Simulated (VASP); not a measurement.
Consider the following.

```
CdTe
1.0
    0.00000     3.24000     3.24000
    3.24000     0.00000     3.24000
    3.24000     3.24000     0.00000
Cd Te
1 1
Direct
  0.00000   0.00000   0.00000
  0.25000   0.25000   0.25000
```
Cell charge -0.02.

Method: PBE GGA, VASP's PBE PAW potentials (set 64) (plane waves; VASP). Numerical set-up: NELECT = 18.02, 400 eV cut-off, 6×6×6 Γ-centred mesh, Gaussian smearing of 0.050 eV, potentials Cd Te.

The cell is charged, with a uniform compensating background.

Give the stress tensor in GPa (positive for a compressed cell).

```
2.96  0.00  0.00
0.00  2.96  0.00
0.00  0.00  2.96
```
The pressure is its mean diagonal, 2.96 GPa.

The compound is CdTe in the zinc blende structure. The cell was not relaxed at this level. The run is one of a series of settings (NELECT = 18.02 against the base run), some of them coarse on purpose.
